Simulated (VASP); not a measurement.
Input:

```xyz
4
Lattice="3.9444 0.0000 0.0000 0.0000 3.9444 0.0000 0.0000 0.0000 4.8878" Properties=species:S:1:pos:R:3 pbc="T T T"
Pb     1.9722     3.9444     3.7047
Pb     0.0000     1.9722     1.1831
O      1.9722     1.9722     0.0000
O      3.9444     0.0000     0.0000
```

Method: LDA (Ceperley-Alder, Perdew-Zunger) with spin-orbit coupling, VASP's LDA PAW potentials (set 64) (plane waves; VASP). Settings: 520 eV cut-off, 5×5×4 Γ-centred mesh, Gaussian smearing of 0.050 eV, potentials Pb_d O.

The path is coarsely sampled, so an indirect gap can come out somewhat too large.

Question: Give the energies of bands 33 to 46 at the high-symmetry points, in eV from the valence-band maximum.

Answer: 
```tsv
band	Γ	X	M	Z	R	A
33	-1.94	-3.17	-1.71	-2.02	-3.17	-2.37
34	-1.94	-3.17	-1.71	-2.02	-3.17	-2.37
35	-1.85	-3.17	-1.71	-1.90	-3.17	-2.37
36	-1.85	-3.17	-1.71	-1.90	-3.17	-2.37
37	-1.75	-1.80	-1.19	-1.77	-1.06	-1.19
38	-1.75	-1.80	-1.19	-1.77	-1.06	-1.19
39	-0.02	-1.80	-1.19	-1.05	-1.06	-1.19
40	-0.02	-1.80	-1.19	-1.05	-1.06	-1.19
41	2.34	3.34	0.99	1.69	3.03	3.25
42	2.34	3.34	0.99	1.69	3.03	3.25
43	4.62	3.34	0.99	3.43	3.03	3.25
44	4.62	3.34	0.99	3.43	3.03	3.25
45	5.22	6.12	5.23	3.98	5.94	4.81
46	5.22	6.12	5.23	3.98	5.94	4.81
```

The gap is indirect, 0.99 eV, from the valence maximum at Γ-X at 0.25 to the conduction minimum at M.

The compound is PbO in the litharge structure. It was relaxed first.
